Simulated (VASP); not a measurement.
A run of VASP 6.6.1:

The input INCAR:

```
SYSTEM = Pt
ALGO = Normal
EDIFF = 1E-7
EDIFFG = -0.005
ENCUT = 600
GGA = PE
IBRION = 2
ISIF = 3
ISMEAR = 1
LASPH = .TRUE.
LCHARG = .FALSE.
LREAL = .FALSE.
LWAVE = .FALSE.
NELM = 80
NSW = 90
PREC = Accurate
SIGMA = 0.1
```

File KPOINTS:

```
k-points
0
G
  16 16 16
  0 0 0
```

File POSCAR:

```
Pt                                      
1.0
    0.0000000000      1.9834876421      1.9834876421
    1.9834876421      0.0000000000      1.9834876421
    1.9834876421      1.9834876421     -0.0000000000
  Pt            
     1
Direct
     0.0000000000000000    0.0000000000000000    0.0000000000000000
```

Potentials or basis: VASP PAW PBE potentials, release 64 (Pt).

Launch:

```sh
$ cat potpaw_PBE.64/Pt/POTCAR > POTCAR
$ mpirun -np 1 vasp_std > vasp.out
```

Hardware: 1 thread of Intel(R) Xeon(R) Platinum 8375C CPU @ 2.90GHz (Ice Lake), with other jobs on the host.

Task: How long does it take, and how much memory?

Result: Run time: 15 s on 1 thread of Intel(R) Xeon(R) Platinum 8375C CPU @ 2.90GHz (Ice Lake) (shared host), peak memory 0.16 GiB. Counts: scf iterations 12, k points 145, ion steps 1.
